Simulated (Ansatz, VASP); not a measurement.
**MgAl6ZnSi23O57: VASP beside Ansatz**

One calculation is typed for both programs; each brings its own data sets. How far apart do they land? The structure shown is frame 110 of Ansatz's trajectory.

Method: plane waves, with VASP 6.6.1 beside it; single point at PBE, in Ansatz 0.2.0.

## Step 1: The starting structure

The cell holds 88 atoms: 23 Si, 6 Al, 1 Zn, 1 Mg and 57 O. Cell: a = 10.522 Å, b = 10.522 Å, c = 10.522 Å, α = 90.0°, β = 90.0°, γ = 90.0°. As first built, before any earlier steps moved the atoms (in the runner's words): 88 atoms (23 Si, 6 Al, 1 Zn, 1 Mg, 57 O) placed at random at 2.41 g/cm^3, melted at 4000 K for 10 ps at fixed volume with the Morse and Coulomb pair potential with partial charges (Pedone, Malavasi, Menziani, Cormack and Segre, J. Phys. Chem. B 110, 11780 (2006)). Quenched from 4000 K to 300 K at 6 K/ps and fixed volume, held 10 ps at zero pressure.

## Step 2: Ansatz: dynamics, PBE

Ansatz runs on its default PAW (the set named soft_2) files.

One frame of this run of dynamics is then solved in both programs, so the motion causes no difference.

Input file input.yaml:

```yaml
crystal:
  lattice:
    - [10.52212, 0.0, 0.0]
    - [0.0, 10.52212, 0.0]
    - [0.0, 0.0, 10.52212]
  atoms:
    - { symbol: Si, position: [0.00322, 0.2995, 0.98328] }
    - { symbol: Si, position: [0.74651, 0.45551, 0.90463] }
    - { symbol: Si, position: [0.04497, 0.27495, 0.68276] }
    - { symbol: Si, position: [0.72473, 0.75814, 0.87153] }
    - { symbol: Si, position: [0.7816, 0.35043, 0.33407] }
    - { symbol: Si, position: [0.17956, 0.50969, 0.11467] }
    - { symbol: Si, position: [0.36948, 0.68285, 0.95523] }
    - { symbol: Si, position: [0.96544, 0.85398, 0.72724] }
    - { symbol: Si, position: [0.2824, 0.3401, 0.33517] }
    - { symbol: Si, position: [0.17121, 0.50131, 0.55445] }
    - { symbol: Si, position: [0.87236, 0.06136, 0.39746] }
    - { symbol: Si, position: [0.95076, 0.6919, 0.50068] }
    - { symbol: Si, position: [0.68289, 0.56299, 0.51028] }
    - { symbol: Si, position: [0.54074, 0.84361, 0.64779] }
    - { symbol: Si, position: [0.25478, 0.08022, 0.59696] }
    - { symbol: Si, position: [0.20662, 0.8919, 0.82607] }
    - { symbol: Si, position: [0.56696, 0.39238, 0.13393] }
    - { symbol: Si, position: [0.51837, 0.65973, 0.26927] }
    - { symbol: Si, position: [0.92517, 0.59414, 0.24417] }
    - { symbol: Si, position: [0.15497, 0.06981, 0.05566] }
    - { symbol: Si, position: [0.44286, 0.15462, 0.00908] }
    - { symbol: Si, position: [0.15763, 0.05556, 0.33625] }
    - { symbol: Si, position: [0.83821, 0.08946, 0.68194] }
    - { symbol: Al, position: [0.5629, 0.14095, 0.73418] }
    - { symbol: Al, position: [0.50393, 0.18886, 0.47119] }
    - { symbol: Al, position: [0.73822, 0.3333, 0.62422] }
    - { symbol: Al, position: [0.55367, 0.87286, 0.07404] }
    - { symbol: Al, position: [0.63427, 0.92188, 0.38309] }
    - { symbol: Al, position: [0.43172, 0.59996, 0.67833] }
    - { symbol: Zn, position: [0.7883, 0.83837, 0.17031] }
    - { symbol: Mg, position: [0.3018, 0.78925, 0.4625] }
    - { symbol: O, position: [0.926, 0.70686, 0.34997] }
    - { symbol: O, position: [0.39266, 0.68821, 0.33955] }
    - { symbol: O, position: [0.48217, 0.26656, 0.10291] }
    - { symbol: O, position: [0.06148, 0.59018, 0.18219] }
    - { symbol: O, position: [0.89548, 0.24293, 0.63539] }
    - { symbol: O, position: [0.14141, 0.96732, 0.94117] }
    - { symbol: O, position: [0.88777, 0.45562, 0.29724] }
    - { symbol: O, position: [0.08292, 0.41485, 0.64612] }
    - { symbol: O, position: [0.07434, 0.61174, 0.50753] }
    - { symbol: O, position: [0.6188, 0.78682, 0.77023] }
    - { symbol: O, position: [0.8517, 0.80144, 0.80571] }
    - { symbol: O, position: [0.37674, 0.15734, 0.57669] }
    - { symbol: O, position: [0.57601, 0.55647, 0.60855] }
    - { symbol: O, position: [0.59259, 0.82534, 0.24229] }
    - { symbol: O, position: [0.16628, 0.00465, 0.19564] }
    - { symbol: O, position: [0.41678, 0.7657, 0.62201] }
    - { symbol: O, position: [0.42805, 0.30607, 0.38147] }
    - { symbol: O, position: [0.95099, 0.00464, 0.72742] }
    - { symbol: O, position: [0.21613, 0.19414, 0.33386] }
    - { symbol: O, position: [0.81378, 0.03982, 0.5358] }
    - { symbol: O, position: [0.03197, 0.25863, 0.83477] }
    - { symbol: O, position: [0.8747, 0.36968, 0.96608] }
    - { symbol: O, position: [0.55095, 0.05764, 0.40472] }
    - { symbol: O, position: [0.63162, 0.61233, 0.38001] }
    - { symbol: O, position: [0.60544, 0.23922, 0.59568] }
    - { symbol: O, position: [0.72828, 0.11151, 0.76914] }
    - { symbol: O, position: [0.62093, 0.83315, 0.51811] }
    - { symbol: O, position: [0.79558, 0.96335, 0.31205] }
    - { symbol: O, position: [0.69783, 0.84426, 0.99746] }
    - { symbol: O, position: [0.04348, 0.17079, 0.06589] }
    - { symbol: O, position: [0.13739, 0.17714, 0.61289] }
    - { symbol: O, position: [0.74273, 0.60645, 0.89596] }
    - { symbol: O, position: [0.96168, 0.81628, 0.57841] }
    - { symbol: O, position: [0.09598, 0.40458, 0.03662] }
    - { symbol: O, position: [0.23883, 0.98496, 0.46099] }
    - { symbol: O, position: [0.74112, 0.40202, 0.47775] }
    - { symbol: O, position: [0.52002, 0.53115, 0.1848] }
    - { symbol: O, position: [0.29017, 0.55491, 0.61994] }
    - { symbol: O, position: [0.47853, 0.18339, 0.86767] }
    - { symbol: O, position: [0.81514, 0.6179, 0.54569] }
    - { symbol: O, position: [0.26008, 0.60728, 0.02989] }
    - { symbol: O, position: [0.49877, 0.01837, 0.05709] }
    - { symbol: O, position: [0.26606, 0.42391, 0.20994] }
    - { symbol: O, position: [0.83291, 0.20905, 0.36118] }
    - { symbol: O, position: [0.24138, 0.986, 0.71432] }
    - { symbol: O, position: [0.01803, 0.04623, 0.37951] }
    - { symbol: O, position: [0.52606, 0.99266, 0.68143] }
    - { symbol: O, position: [0.31456, 0.81448, 0.89135] }
    - { symbol: O, position: [0.20306, 0.41519, 0.43836] }
    - { symbol: O, position: [0.74622, 0.39822, 0.76584] }
    - { symbol: O, position: [0.28914, 0.13797, 0.0197] }
    - { symbol: O, position: [0.82154, 0.64458, 0.14696] }
    - { symbol: O, position: [0.63222, 0.41693, 0.99646] }
    - { symbol: O, position: [0.42464, 0.60154, 0.84076] }
    - { symbol: O, position: [0.46164, 0.74067, 0.06086] }
    - { symbol: O, position: [0.10219, 0.80205, 0.76481] }
    - { symbol: O, position: [0.67237, 0.35396, 0.23437] }
kpoints:
  mp_grid: { grid: [1, 1, 1] }
hamiltonian:
  xc: pbe
scf:
  occupations: { method: gaussian, width: 0.025 }
output:
  forces: true
md:
  timestep: 1.0
  n_steps: 330
  ensemble: nvt_langevin
  temperature: 600
  initial_velocities: maxwell_boltzmann
  seed: 1046
```

Command:

```bash
$ ansatz run input.yaml --threads 4 --pin off --max-ram 8192MiB --backend cpu --events-out ev --progress --plain --runs-dir out
```

Numbers of over 12 decimals in the logs are rounded to 6 here.

Log:

```text
Warning: md: disabling space-group detection — thermal motion breaks the input geometry's symmetry, so no spatial operation reduces the k-mesh or symmetrises the density; time reversal is kept, so that k and −k are solved as one point where they differ and the mesh holds both, and exact exchange and, on two spinor components, a DFT+U term hold to it where the run has them: on two components no moment then forms, and  [...]
Engine: ansatz 0.2.0, x86_64-unknown-linux-gnu
Pseudopotentials: kind: paw
Pseudopotential: Si, paw, valence charge 4, recommended cutoff 420 eV (normal), Si.paw.azcp
Pseudopotential: Al, paw, valence charge 3, recommended cutoff 420 eV (normal), Al.paw.azcp
Pseudopotential: Zn, paw, valence charge 12, recommended cutoff 420 eV (normal), Zn.paw.azcp
Pseudopotential: Mg, paw, valence charge 10, recommended cutoff 420 eV (normal), Mg.paw.azcp
Pseudopotential: O, paw, valence charge 6, recommended cutoff 420 eV (normal), O.paw.azcp
Functional definition: PBE
  parameter kappa = 0.804
  parameter beta = 0.066725
  exchange = pbe_x(kappa = kappa, mu = beta*pi^2/3)
  correlation = pbe_c(beta = beta)
Crystal: 88 atoms, lattice volume = 1164.957 Å³
Basis set: ecut = 420 eV, 22887 PW (Γ), exchange–correlation on 144×144×144 points (8 copies of the dense FFT grid, shifted against one another)
Bands: 325, of which v1, the nominal top of the filled ones, is band 237 counted from 1 (236 counted from 0)
Symmetry: 1 space group operations
k-points: 1
Non-local potential: Si, projectors of the file, l = 0: 2, l = 1: 2, l = 2: 2
Non-local potential: Al, projectors of the file, l = 0: 2, l = 1: 2, l = 2: 1
Non-local potential: Zn, projectors of the file, l = 0: 2, l = 1: 2, l = 2: 3, l = 3: 1
Non-local potential: Mg, projectors of the file, l = 0: 3, l = 1: 2, l = 2: 1
Non-local potential: O, projectors of the file, l = 0: 2, l = 1: 2, l = 2: 1
PAW form: soft (Blöchl's): semilocal exchange-correlation on the pseudo side does not see the compensation charge
PAW one-centre angular grid: Si, 110 points (default); XC on 64 Gauss nodes
PAW one-centre angular grid: Al, 110 points (default); XC on 64 Gauss nodes
PAW one-centre angular grid: Zn, 590 points (default); XC on 64 Gauss nodes
PAW one-centre angular grid: Mg, 110 points (default); XC on 64 Gauss nodes
PAW one-centre angular grid: O, 110 points (default); XC on 64 Gauss nodes
Initial density: superposition of atomic densities (neutral atoms: chi_scale 0, normalization atom), corrected by the library's trained network
Initial wavefunctions: pseudopotential atomic-orbital guess
Functional: x = pbe(κ = 0.804, μ = 0.219515), c = pbe(β = 0.066725)
SCF iter   1: F=—  HF=-55522.561093 eV  |F-HF|=—  |Δ(HF+E_count)|=         —  Δρ=2.15e-3  dr2=7.23e-2  ethr=1.77e-3  ⟨swp⟩=6.0  Hψ=1552  notcnv=0  defer=47
preconditioner: auto → Resta (q_TF=auto, 2.349 Å⁻¹)  ε∞=3.1  [insulator: Δε(μ)=3.284 eV  Ē_g=16.209 eV  σ=0.025 eV  W_gap=1.00  n_scr=250 (ndim 8)  ℏωp=23.5 eV  f_vac=0.166  D(μ)=0.00/eV (n_scr^D=0)  ε∞_Penn≈3.1]
SCF iter   2: F=—  HF=-55522.562360 eV  |F-HF|=—  |Δ(HF+E_count)|=   1.27e-3  Δρ=1.14e-3  dr2=2.00e-2  ethr=1.52e-5  ⟨swp⟩=2.0  Hψ=589  notcnv=0  defer=84
SCF iter   3: F=—  HF=-55522.563668 eV  |F-HF|=—  |Δ(HF+E_count)|=   1.31e-3  Δρ=5.47e-4  dr2=5.04e-3  ethr=4.22e-6  ⟨swp⟩=3.0  Hψ=412  notcnv=0  defer=84
SCF iter   4: F=—  HF=-55522.563049 eV  |F-HF|=—  |Δ(HF+E_count)|=   6.19e-4  Δρ=1.74e-4  dr2=3.99e-4  ethr=1.06e-6  ⟨swp⟩=2.0  Hψ=457  notcnv=0  defer=84
SCF iter   5: F=—  HF=-55522.563153 eV  |F-HF|=—  |Δ(HF+E_count)|=   1.04e-4  Δρ=1.21e-4  dr2=1.33e-4  ethr=8.42e-8  ⟨swp⟩=2.0  Hψ=473  notcnv=0  defer=84
SCF iter   6: F=—  HF=-55522.563114 eV  |F-HF|=—  |Δ(HF+E_count)|=   3.82e-5  Δρ=3.27e-5  dr2=1.08e-5  ethr=2.81e-8  ⟨swp⟩=2.0  Hψ=419  notcnv=0  defer=84
SCF iter   7: F=—  HF=-55522.565119 eV  |F-HF|=—  |Δ(HF+E_count)|=   2.00e-3  Δρ=1.46e-5  dr2=2.32e-6  ethr=2.28e-9  ⟨swp⟩=2.0  Hψ=558  notcnv=0  defer=84
SCF iter   8: F=—  HF=-55522.565120 eV  |F-HF|=—  |Δ(HF+E_count)|=   1.17e-6  Δρ=7.46e-6  dr2=5.91e-7  ethr=4.89e-10  ⟨swp⟩=2.0  Hψ=455  notcnv=0  defer=84
SCF iter   9: F=-55522.565120 eV  HF=-55522.565120 eV  |F-HF|=2.97e-9  |Δ(HF+E_count)|=   1.10e-7  Δρ=2.05e-6  dr2=4.49e-8  ethr=1.86e-11  ⟨swp⟩=3.0  Hψ=1236  notcnv=0
SCF 1 converged in 9 iterations: F = -55522.565120 eV  dr2 = 4.49e-8
  greatest PAW one-centre occupation: 1.000 electrons in one spin orbital (limit 2), on the Mg atom at site 30 (counted from 0), in its partial waves of l = 0
[...]
md step   324: t =   324.00 fs  T =   574.9 K  F+E_penalty+E_count = -55521.92010300 eV  E_kin = 6.539593 eV  (6 SCF iters)
[...]
md step   325: t =   325.00 fs  T =   576.0 K  F+E_penalty+E_count = -55521.75339897 eV  E_kin = 6.551663 eV  (7 SCF iters)
[...]
md step   326: t =   326.00 fs  T =   567.7 K  F+E_penalty+E_count = -55521.66474368 eV  E_kin = 6.457479 eV  (6 SCF iters)
[...]
md step   327: t =   327.00 fs  T =   589.2 K  F+E_penalty+E_count = -55521.64702021 eV  E_kin = 6.701600 eV  (7 SCF iters)
[...]
md step   328: t =   328.00 fs  T =   594.1 K  F+E_penalty+E_count = -55521.69345482 eV  E_kin = 6.758019 eV  (6 SCF iters)
[...]
md step   329: t =   329.00 fs  T =   608.6 K  F+E_penalty+E_count = -55521.78248302 eV  E_kin = 6.922346 eV  (6 SCF iters)
[...]
md step   330: t =   330.00 fs  T =   605.8 K  F+E_penalty+E_count = -55521.89693892 eV  E_kin = 6.890491 eV  (8 SCF iters)
SCF converged after 8 iterations
Free energy (F): -55521.896939 eV
Harris-Foulkes:  -55521.896939 eV  (|F-HF|=5.86e-9)
Internal energy: -55521.896939 eV  (E = F + TS)
E sigma→0 (E₀):  -55521.896939 eV
Fermi energy:    5.093149 eV
--- Per-component energies (eV) ---
  E_band       = -2320.169095
  E_kinetic    = 11544.525652
  E_local      = -34806.953549  (includes V_loc(G=0)·N_el)
  E_nonlocal   = 4060.424748
  E_hartree    = 13122.988361
  E_xc         = -5918.955745
  E_vxc        = -6758.156146  (∫ρ·V_xc dr)
  E_paw        = -25784.306385  (= ΣΔE_a)
  E_vpaw       = -2606.138611  (= ΣTr[D̂ρ^β])
  E_aug_tail   = 0.144874  (compensation charges beyond the density's cutoff)
  E_ewald      = -17739.764894
  E_smearing   = -0.000000  (= −TS)
  E_closure    = 0.000000  (closes the sum)
  Σ components = -55521.896939   (vs F -55521.896939, Δ=0.00e0)
--- Forces (eV/Å), atoms counted from 1 ---
  atom   1  Si    -0.08145281    -2.79544747     1.91019676
  atom   2  Si     0.27801227     1.51891855     1.10841513
  atom   3  Si    -0.23530441    -0.08010596     1.18359284
  atom   4  Si    -0.71101442    -1.51393448     1.59786690
  atom   5  Si     1.03984775     3.24395497    -2.33144946
  atom   6  Si     0.26405641    -0.49998970     0.55594245
  atom   7  Si     2.10721034     1.74773712    -0.22536114
  atom   8  Si    -0.85888030     0.60075572    -1.88637760
  atom   9  Si     0.22692143     2.91298628     0.79173262
  atom  10  Si     0.15440466    -0.79545650    -1.49873388
  atom  11  Si     1.61892182    -1.30879183    -0.63827011
  atom  12  Si    -0.79084260     4.37522882     0.15055751
  atom  13  Si    -1.02511776    -0.41379427    -0.60871130
  atom  14  Si    -0.39643220    -0.89433149     0.65606525
  atom  15  Si     0.96392609    -0.64612923    -0.34875042
  atom  16  Si    -1.36177781     0.79495320    -2.08644254
  atom  17  Si     0.07586589    -1.68459292    -0.66190190
  atom  18  Si    -2.73758947     2.40728078     3.54444836
  atom  19  Si    -1.64108105     4.40159064    -1.49913700
  atom  20  Si    -1.13639437     2.35861841     2.33831707
  atom  21  Si    -3.15887834    -2.84809260    -1.78248906
  atom  22  Si    -0.05293466    -2.10656544    -1.29626759
  atom  23  Si     1.63791047    -0.08238140     2.77632685
  atom  24  Al     0.11581373     0.90039938     0.94263051
[...]
atom  81  O     -1.02160528    -0.31355291    -2.30741469
  atom  82  O      2.91522890     0.58720507    -0.51306747
  atom  83  O      0.85574828    -1.59984849     0.45726255
  atom  84  O     -0.68261488     0.12829919     0.75545203
  atom  85  O      0.21904388    -0.74365004     2.84293500
  atom  86  O      0.97655472    -0.17637376    -0.43639011
  atom  87  O      2.87934983    -0.52505052     1.95913920
  atom  88  O     -1.01349632     0.94471139     0.40179312
  max |Σ_I F_I| component: 9.60e-5 eV/Å
--- MD trajectory: 330 steps, t = 0.0 → 330.0 fs ---
  final state: T = 605.8 K   F+E_penalty+E_count = -55521.89693892 eV   E_kin = 6.890491 eV
```

(Part 1 of 2 ends here.)

[Lines on the potential files, build, host, timing and source positions are cut from VASP's logs without a mark.]

[Logs are printed without paths, hosts, clocks, repeated set-up lines and the standing remarks that a program may print on its own settings, such as how far it seeks lower states.]

[Hosts, paths, dates, database ids (printed as entryN), source tags and the programs' standing remarks are cut or masked in the printed files.]
